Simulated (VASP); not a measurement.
All values below come from PBE GGA with D3 dispersion (Becke-Johnson damping), VASP's PBE PAW potentials (set 64) (plane waves; VASP 6.6.1).

The input files of a VASP run:

File POSCAR:
```
CdS
1
    2.0808984362    -3.6042216425    -0.0000000000
    2.0808984362     3.6042216425     0.0000000000
    0.0000000000    -0.0000000000     6.7616837976
Cd S
2 2
Direct
  0.6666670000   0.3333330000   0.5000179421
  0.3333330000   0.6666670000   0.0000179421
  0.6666670000   0.3333330000   0.8769820579
  0.3333330000   0.6666670000   0.3769820579
```

### INCAR
```
SYSTEM = CdS
PREC = Accurate
ENCUT = 520
EDIFF = 1E-6
NELM = 100
ALGO = Normal
LREAL = .FALSE.
LASPH = .TRUE.
ISMEAR = 0
SIGMA = 0.05
GGA = PE
IVDW = 12
LMAXMIX = 4
LWAVE = .FALSE.
LCHARG = .FALSE.
IBRION = 2
ISIF = 3
NSW = 60
EDIFFG = -0.02
```

KPOINTS:
```
Automatic mesh
0
Gamma
6 6 3
0 0 0
```

POTCAR, in this order: Cd S (PBE.64 set). Program: vasp_std.

Question: Predict the energy per atom (σ→0), dispersion energy, volume per atom, band gap (on the k-mesh).

Answer: 
| Quantity | Value |
|---|---|
| energy per atom (σ→0) | -3.369 eV/atom |
| dispersion energy | -1.206 eV |
| band gap (on the k-mesh) | 1.19 eV |
| volume per atom | 25.19 Å³/atom |

File OSZICAR:
```
...
DAV:   1    -0.122844173041E+02   -0.65559E-02   -0.33944E-01   640   0.649E+00    0.937E-01
DAV:   2    -0.122707430364E+02    0.13674E-01   -0.37358E-02   652   0.256E+00    0.327E-01
DAV:   3    -0.122693495184E+02    0.13935E-02   -0.44749E-03   718   0.608E-01    0.284E-01
DAV:   4    -0.122692210809E+02    0.12844E-03   -0.23764E-04   634   0.143E-01    0.681E-02
DAV:   5    -0.122691872372E+02    0.33844E-04   -0.17187E-04   766   0.155E-01    0.241E-02
DAV:   6    -0.122691916014E+02   -0.43642E-05   -0.17371E-05   658   0.407E-02    0.782E-03
DAV:   7    -0.122691914569E+02    0.14443E-06   -0.14395E-07   398   0.298E-03
   2 F= -.13474824E+02 E0= -.13474824E+02  d E =-.429145E-03
```

The compound is CdS in the wurtzite structure. This run relaxes it. Symmetry was kept, so distortions that lower it aren't found. The start is the result of an earlier pass.
